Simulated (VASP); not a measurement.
## YNb: single point with PBE

YNb:

```
CELL_PARAMETERS angstrom
3.61141 0.00000 0.00000
0.00000 3.61141 0.00000
0.00000 0.00000 3.61141
ATOMIC_POSITIONS crystal
Y 0.00000 0.00000 0.00000
Nb 0.50000 0.50000 0.50000
```

The cell was built by a generator and needn't be a form met in nature.

```yaml
Program: VASP 6.6.1
Task: single point
Functional: PBE
Potentials_or_basis: VASP PAW PBE potentials, release 64 (Y_sv, Nb_sv)
Cutoff: 520 eV
k_mesh: 7 × 7 × 7
Occupations: fermi-dirac, width 0.05 eV
Spin: no spin polarisation
Further_INCAR_settings: ALGO = Normal; EDIFF = 1e-07; NBANDS = 19
```

* Pressure: -0.1 GPa
* Band gap on the k mesh: none (metal or under the smearing width)

Levels at points of the mesh, in eV from the Fermi level:
```csv
k point,band 8,band 9,band 10,band 11,band 12,band 13,band 14,band 15,band 16,band 17
"(0.00, 0.00, 0.00)",-21.46,-5.18,-2.42,-2.42,0.89,0.89,0.89,3.82,3.82,6.37
```

Run time: 31 s on 1 thread of AMD EPYC 7R43 64-Core Processor (Zen 3), on a shared host, peak memory 0.14 GiB.
